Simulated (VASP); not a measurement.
# Fe: single point with PBE

Fe, a slab with vacuum:

```
Fe
1.0
     2.82926    0.00000    0.00000
     0.00000    2.82926    0.00000
     0.00000    0.00000   19.24390
Fe
4
Direct
  0.50000 0.50000 0.38973
  0.00000 0.00000 0.46324
  0.50000 0.50000 0.53676
  0.00000 0.00000 0.61027
```

The slab is cut from a database's or a generator's crystal, which needn't be the stable form of the element.

```
Program             : VASP 6.6.1
Task                : single point
Functional          : PBE
Potentials or basis : VASP PAW PBE potentials, release 64 (Fe)
Cutoff              : 520 eV
k mesh              : 14 × 14 × 1
Occupations         : methfessel-paxton, width 0.1 eV
Spin                : collinear spin, ferromagnetic start
Starting moments    : [2.4, 2.4, 2.4, 2.4] μB
```

The largest force is 0.541 eV/Å and the band gap on the k mesh is none (metal or under the smearing width). The net moment is 10.90 μB per cell, the site moments are Fe +2.94, +2.39 μB and the valence electrons inside the program's atomic spheres are Fe 6.93, 7.28. The work function of the upper face is 3.98 eV and the work function of the lower face is 3.98 eV.

Forces in eV/Å, atoms in the order of the input:
```
Fe   0.000  0.000 -0.008
Fe   0.000  0.000 -0.541
Fe   0.000  0.000  0.541
Fe   0.000  0.000  0.008
```

Levels at points of the mesh, in eV from the Fermi level:
Spin up:
```tsv
k point	band 19	band 20	band 21	band 22	band 23	band 24
(0.00, 0.00, 0.00)	-1.16	-0.66	-0.62	-0.62	-0.38	1.28
(0.50, 0.00, 0.00)	-0.19	-0.19	0.09	0.09	0.37	0.37
(0.50, 0.50, 0.00)	-0.96	-0.96	1.64	1.64	4.89	4.89
```
Spin down:
| k point | band 9 | band 10 | band 11 | band 12 | band 13 | band 14 |
| --- | --- | --- | --- | --- | --- | --- |
| (0.00, 0.00, 0.00) | -0.02 | -0.01 | 0.03 | 0.03 | 0.20 | 0.34 |
| (0.50, 0.00, 0.00) | -0.14 | -0.14 | -0.05 | -0.05 | 0.33 | 0.33 |
| (0.50, 0.50, 0.00) | -0.99 | -0.99 | 1.25 | 1.25 | 1.29 | 1.29 |

Core levels (eV, on the scale of the bands):
| atom | levels |
| --- | --- |
| 1 Fe | 1s -6992.9, 2s -813.9, 2p -692.7, 3s -87.9, 3p -54.0 |
| 2 Fe | 1s -6992.6, 2s -813.7, 2p -692.5, 3s -87.6, 3p -53.6 |
| 3 Fe | 1s -6992.6, 2s -813.7, 2p -692.5, 3s -87.6, 3p -53.6 |
| 4 Fe | 1s -6992.9, 2s -813.9, 2p -692.7, 3s -87.9, 3p -54.0 |

It took 2.6 min on 2 MPI ranks on Intel(R) Xeon(R) Platinum 8488C (Sapphire Rapids), with other jobs on the host, peak memory 0.44 GiB a rank.
